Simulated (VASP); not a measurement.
These are PBEsol GGA, VASP's PBE PAW potentials (set 64) (plane waves; VASP 6.6.1) values and carry that method's errors.

Gaps are without spin-orbit coupling.

Order these relaxed crystals by band gap, smallest first: Zn3CdSe4, P-43m (215); KF, Fm-3m (225); InP, F-43m (216); GeSe, Pnma (62).

GeSe, Pnma (62) (0.32 eV), InP, F-43m (216) (0.57 eV), Zn3CdSe4, P-43m (215) (0.98 eV), KF, Fm-3m (225) (6.12 eV)
